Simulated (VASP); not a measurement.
Here is the system:

```xyz
3
Lattice="0.0000 2.5592 2.5592 2.5592 0.0000 2.5592 2.5592 2.5592 0.0000" Properties=species:S:1:pos:R:3 pbc="T T T"
Zr     0.0000     0.0000     0.0000
O      1.2796     1.2796     1.2796
O      3.8388     3.8388     3.8388
```

Method: PBE GGA, VASP's PBE PAW potentials (set 64) (plane waves; VASP). Numerical set-up: 530 eV cut-off, 7×7×7 Γ-centred mesh, Gaussian smearing of 0.050 eV, potentials Zr_sv O.

Q: Estimate the energy per atom (σ→0).

A: 
```yaml
energy per atom (σ→0): -9.523 eV/atom
```

Total energies compare only between runs with the same potentials, cut-off and functional.

The compound is ZrO2 in the fluorite structure, the high-temperature cubic form, which is unstable at 0 K; the monoclinic form is the stable one. It was relaxed first. The start is the result of an earlier pass.
